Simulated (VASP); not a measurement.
Output of a VASP run:

File OSZICAR:
```
...
RMM:   7    -0.320781223624E+03   -0.12784E-04   -0.10031E-04  1359   0.181E-02    0.201E-02
RMM:   8    -0.320781220855E+03    0.27683E-05   -0.31902E-05  1052   0.117E-02
   4 F= -.32078122E+03 E0= -.32075807E+03  d E =-.143200E-01  mag=     1.0000
       N       E                     dE             d eps       ncg     rms          rms(c)
DAV:   1    -0.320781139057E+03    0.84567E-04   -0.18702E-01  1728   0.807E-01    0.841E-02
RMM:   2    -0.320781506052E+03   -0.36700E-03   -0.38190E-03  1552   0.129E-01    0.715E-02
RMM:   3    -0.320781530165E+03   -0.24113E-04   -0.48801E-04  1533   0.469E-02    0.540E-02
RMM:   4    -0.320781522220E+03    0.79453E-05   -0.76279E-05  1383   0.186E-02
   5 F= -.32078152E+03 E0= -.32075840E+03  d E =-.146213E-01  mag=     1.0000
       N       E                     dE             d eps       ncg     rms          rms(c)
DAV:   1    -0.320781476920E+03    0.53245E-04   -0.14093E+00  1624   0.222E+00    0.226E-01
RMM:   2    -0.320784399694E+03   -0.29228E-02   -0.30834E-02  1552   0.356E-01    0.160E-01
RMM:   3    -0.320784652853E+03   -0.25316E-03   -0.40172E-03  1552   0.133E-01    0.119E-01
RMM:   4    -0.320784657957E+03   -0.51039E-05   -0.56825E-04  1576   0.520E-02    0.993E-02
RMM:   5    -0.320784585541E+03    0.72416E-04   -0.14354E-04  1439   0.250E-02    0.468E-02
RMM:   6    -0.320784582872E+03    0.26690E-05   -0.67049E-05  1296   0.153E-02
   6 F= -.32078458E+03 E0= -.32076125E+03  d E =-.306065E-02  mag=     1.0000
       N       E                     dE             d eps       ncg     rms          rms(c)
DAV:   1    -0.320783512489E+03    0.10731E-02   -0.70625E-01  1616   0.157E+00    0.167E-01
RMM:   2    -0.320784980033E+03   -0.14675E-02   -0.15539E-02  1552   0.250E-01    0.116E-01
RMM:   3    -0.320785103650E+03   -0.12362E-03   -0.20034E-03  1552   0.934E-02    0.732E-02
RMM:   4    -0.320785135104E+03   -0.31455E-04   -0.29341E-04  1532   0.366E-02    0.808E-02
RMM:   5    -0.320785087459E+03    0.47646E-04   -0.78055E-05  1310   0.186E-02    0.339E-02
RMM:   6    -0.320785086495E+03    0.96369E-06   -0.31656E-05  1049   0.103E-02
   7 F= -.32078509E+03 E0= -.32076160E+03  d E =-.356428E-02  mag=     1.0000
       N       E                     dE             d eps       ncg     rms          rms(c)
DAV:   1    -0.320784886156E+03    0.20130E-03   -0.86679E-01  1616   0.175E+00    0.148E-01
RMM:   2    -0.320786246834E+03   -0.13607E-02   -0.14551E-02  1552   0.248E-01    0.984E-02
RMM:   3    -0.320786343396E+03   -0.96562E-04   -0.18504E-03  1552   0.913E-02    0.531E-02
RMM:   4    -0.320786354230E+03   -0.10834E-04   -0.22415E-04  1488   0.330E-02    0.576E-02
RMM:   5    -0.320786336827E+03    0.17403E-04   -0.61729E-05  1216   0.161E-02    0.337E-02
RMM:   6    -0.320786332916E+03    0.39109E-05   -0.29016E-05  1039   0.969E-03
   8 F= -.32078633E+03 E0= -.32076293E+03  d E =-.124642E-02  mag=     1.0000
       N       E                     dE             d eps       ncg     rms          rms(c)
DAV:   1    -0.320785623288E+03    0.71354E-03   -0.58347E-01  1616   0.144E+00    0.125E-01
RMM:   2    -0.320786537833E+03   -0.91454E-03   -0.97878E-03  1552   0.203E-01    0.834E-02
RMM:   3    -0.320786603498E+03   -0.65665E-04   -0.12454E-03  1552   0.748E-02    0.433E-02
RMM:   4    -0.320786609445E+03   -0.59469E-05   -0.14953E-04  1466   0.266E-02    0.445E-02
RMM:   5    -0.320786600753E+03    0.86924E-05   -0.40115E-05  1069   0.130E-02
   9 F= -.32078660E+03 E0= -.32076327E+03  d E =-.151426E-02  mag=     1.0000
```

File OUTCAR:
```
------------------------ aborting loop because EDIFF is reached ----------------------------------------
  FORCE on cell =-STRESS in cart. coord.  units (eV):
  Direction    XX          YY          ZZ          XY          YZ          ZX
  --------------------------------------------------------------------------------------
  Total      -40.1336738    -39.6412070    -40.2586236     -0.0466158     -0.0041362     -0.0446854
  in kB      -72.0849412    -71.2004111    -72.3093662     -0.0837277     -0.0074292     -0.0802605
  external PRESSURE =     -71.8649061 kB  Pullay stress =       0.0000000 kB
  volume of cell :      892.02
      direct lattice vectors                 reciprocal lattice vectors
     4.932320690 -8.543031394  0.000000000     0.101372160 -0.058527234  0.000000000
     4.932320690  8.543031394  0.000000000     0.101372160  0.058527234  0.000000000
     0.000000000  0.000000000 10.584775396     0.000000000  0.000000000  0.094475316
  FREE ENERGIE OF THE ION-ELECTRON SYSTEM (eV)
  ---------------------------------------------------
  free  energy   TOTEN  =      -320.7866007528 eV

  energy  without entropy=     -320.7399370173  energy(sigma->0) =     -320.76326889

 total charge

# of ion       s       p       d       tot
------------------------------------------
    1        0.436   0.450   9.879  10.765
    2        0.436   0.449   9.881  10.766
    3        0.438   0.451   9.880  10.769
    4        0.436   0.448   9.878  10.762
    5        0.436   0.450   9.879  10.766
    6        0.437   0.450   9.881  10.767
    7        0.437   0.451   9.880  10.768
    8        0.439   0.451   9.874  10.764
    9        0.437   0.452   9.882  10.770
   10        0.436   0.450   9.881  10.767
   11        0.437   0.451   9.882  10.769
   12        0.439   0.451   9.874  10.763
   13        0.436   0.449   9.879  10.765
   14        0.438   0.453   9.880  10.771
   15        0.438   0.452   9.880  10.769
   16        0.471   0.480   9.843  10.794
   17        0.473   0.490   9.847  10.810
   18        0.438   0.453   9.880  10.772
   19        0.436   0.447   9.877  10.761
   20        0.471   0.480   9.843  10.794
   21        0.436   0.450   9.879  10.766
   22        0.436   0.449   9.881  10.766
   23        0.437   0.451   9.880  10.768
   24        0.439   0.451   9.874  10.765
   25        0.436   0.450   9.882  10.769
   26        0.436   0.449   9.881  10.766
   27        0.436   0.449   9.882  10.768
   28        0.436   0.448   9.878  10.762
   29        0.436   0.449   9.879  10.765
   30        0.438   0.453   9.880  10.771
   31        0.438   0.452   9.880  10.770
   32        0.470   0.480   9.843  10.793
   33        0.436   0.449   9.879  10.765
   34        0.436   0.449   9.881  10.766
   35        0.438   0.452   9.880  10.770
   36        0.436   0.448   9.878  10.762
   37        1.575   3.435   0.000   5.010
   38        1.571   3.450   0.000   5.021
   39        1.572   3.449   0.000   5.020
   40        1.571   3.450   0.000   5.021
   41        1.574   3.436   0.000   5.010
   42        1.572   3.447   0.000   5.019
   43        1.572   3.449   0.000   5.020
   44        1.572   3.447   0.000   5.019
   45        1.572   3.448   0.000   5.020
   46        1.572   3.447   0.000   5.019
   47        1.571   3.450   0.000   5.022
   48        1.572   3.447   0.000   5.019
...
```
(Selected blocks of OUTCAR.)

**POSCAR**
```
Zn36NO35
1
    4.9323206900    -8.5430313936     0.0000000000
    4.9323206900     8.5430313936     0.0000000000
    0.0000000000     0.0000000000    10.5847753959
Zn O N
36 35 1
Direct
  0.2222220000   0.1111110000   0.2500000000
  0.1111110000   0.2222220000   0.0000000000
  0.2222220000   0.1111110000   0.7500000000
  0.1111110000   0.2222220000   0.5000000000
  0.2222220000   0.4444440000   0.2500000000
  0.1111110000   0.5555560000   0.0000000000
  0.2222220000   0.4444440000   0.7500000000
  0.1111110000   0.5555560000   0.5000000000
  0.2222220000   0.7777780000   0.2500000000
  0.1111110000   0.8888890000   0.0000000000
  0.2222220000   0.7777780000   0.7500000000
  0.1111110000   0.8888890000   0.5000000000
  0.5555560000   0.1111110000   0.2500000000
  0.4444440000   0.2222220000   0.0000000000
  0.5555560000   0.1111110000   0.7500000000
  0.4399390000   0.2204020000   0.5044640000
  0.5571130000   0.4459570000   0.2461390000
  0.4444440000   0.5555560000   0.0000000000
  0.5555560000   0.4444440000   0.7500000000
  0.4409530000   0.5487960000   0.4999970000
  0.5555560000   0.7777780000   0.2500000000
  0.4444440000   0.8888890000   0.0000000000
  0.5555560000   0.7777780000   0.7500000000
  0.4444440000   0.8888890000   0.5000000000
  0.8888890000   0.1111110000   0.2500000000
  0.7777780000   0.2222220000   0.0000000000
  0.8888890000   0.1111110000   0.7500000000
  0.7777780000   0.2222220000   0.5000000000
  0.8888890000   0.4444440000   0.2500000000
  0.7777780000   0.5555560000   0.0000000000
  0.8888890000   0.4444440000   0.7500000000
  0.7833130000   0.5577550000   0.5017250000
  0.8888890000   0.7777780000   0.2500000000
  0.7777780000   0.8888890000   0.0000000000
  0.8888890000   0.7777780000   0.7500000000
  0.7777780000   0.8888890000   0.5000000000
  0.2222220000   0.1111110000   0.4410000000
  0.1111110000   0.2222220000   0.1910000000
  0.2222220000   0.1111110000   0.9410000000
  0.1111110000   0.2222220000   0.6910000000
  0.2222220000   0.4444440000   0.4410000000
  0.1111110000   0.5555560000   0.1910000000
  0.2222220000   0.4444440000   0.9410000000
  0.1111110000   0.5555560000   0.6910000000
  0.2222220000   0.7777780000   0.4410000000
  0.1111110000   0.8888890000   0.1910000000
  0.2222220000   0.7777780000   0.9410000000
  0.1111110000   0.8888890000   0.6910000000
  0.5555560000   0.1111110000   0.4410000000
  0.4444440000   0.2222220000   0.1910000000
  0.5555560000   0.1111110000   0.9410000000
  0.4444440000   0.2222220000   0.6910000000
  0.4444440000   0.5555560000   0.1910000000
  0.5555560000   0.4444440000   0.9410000000
  0.4444440000   0.5555560000   0.6910000000
  0.5555560000   0.7777780000   0.4410000000
  0.4444440000   0.8888890000   0.1910000000
  0.5555560000   0.7777780000   0.9410000000
  0.4444440000   0.8888890000   0.6910000000
  0.8888890000   0.1111110000   0.4410000000
  0.7777780000   0.2222220000   0.1910000000
  0.8888890000   0.1111110000   0.9410000000
  0.7777780000   0.2222220000   0.6910000000
  0.8888890000   0.4444440000   0.4410000000
  0.7777780000   0.5555560000   0.1910000000
  0.8888890000   0.4444440000   0.9410000000
  0.7777780000   0.5555560000   0.6910000000
  0.8888890000   0.7777780000   0.4410000000
  0.7777780000   0.8888890000   0.1910000000
  0.8888890000   0.7777780000   0.9410000000
  0.7777780000   0.8888890000   0.6910000000
  0.5579820000   0.4449110000   0.4448910000
```

**Question.** Reconstruct the remaining input files.

**Answer.** This is not unique; one that fits is the input of the run itself, PBE GGA, plane waves, VASP's PBE PAW potentials (set 64).

KPOINTS:
```
Automatic mesh
0
Gamma
1 1 1
0 0 0
```

**INCAR**
```
# general
SYSTEM   =  Zn36NO35
PREC     =  Normal
ENCUT    =  400
LREAL    =  Auto
LASPH    =  .TRUE.
ISYM     =  0
NELECT   =  645.0

# electronic loop
EDIFF    =  1E-5
NELM     =  100
NELMIN   =  4
ALGO     =  Fast
LMAXMIX  =  4

# smearing
ISMEAR   =  0
SIGMA    =  0.05

# functional
GGA      =  PE

# spin
ISPIN    =  2
MAGMOM   =  72*0.0139
NUPDOWN  =  1

# ions
IBRION   =  2
NSW      =  60
ISIF     =  2
EDIFFG   =  -0.03

# output
LWAVE    =  .FALSE.
LCHARG   =  .FALSE.
LORBIT   =  10
```

POTCAR, in this order: Zn O N (PBE.64 set). Program: vasp_gam.

At this cut-off the stress carries a Pulay error, which pulls relaxed volumes low. The cell is charged, with a uniform compensating background. The supercell is sampled at Γ alone, which is coarse: total energies, pressure and levels can be off, energies of defects by several tenths of an eV.

The cell is a supercell with a defect, built from ZnO (wurtzite): N_O, charge +2.
